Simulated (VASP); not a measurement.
A convergence study with VASP on BP (zinc blende): one setting is varied, all else stays as given below, so the limit is that of these other settings. Each run relaxes cell and ions from the cell shown.

```yaml
crystal:
  lattice:
    - [0.00000, 2.27000, 2.27000]
    - [2.27000, 0.00000, 2.27000]
    - [2.27000, 2.27000, 0.00000]
  atoms:
    - { symbol: B, position: [0.00000, 0.00000, 0.00000] }
    - { symbol: P, position: [0.25000, 0.25000, 0.25000] }
```

The numbers are results of PBEsol GGA, VASP's PBE PAW potentials (set 64) (plane waves; VASP 6.6.1), not measurements. The tightest run used: 700 eV cut-off, 14×14×14 Γ-centred mesh, Gaussian smearing of 0.050 eV, potentials B P.

Gaps are read on the run's mesh, which can miss a band edge.

```csv
setting,relaxed volume (Å³/atom),E (eV/atom),gap on the mesh (eV),irreducible k-points
2×2×2 mesh,12.698,-5.4073,1.182,3
3×3×3 mesh,11.807,-6.5160,1.230,4
4×4×4 mesh,11.631,-6.7483,1.191,8
```

**Question.** These are the cheaper rows. Estimate the results at 14×14×14 mesh, and how far the last row shown lies from them.

**Answer.** 
| quantity | tightest run | last row shown is off by |
|---|---|---|
| relaxed volume (Å³/atom) | 11.553 | 0.078 |
| E (eV/atom) | -6.8382 | 0.0899 |
| gap on the mesh (eV) | 1.114 | 0.077 |

Left out are rungs that failed or repeat a setting and relaxations that didn't move; long series are thinned to 24 rows.

The compound is BP in the zinc blende structure.
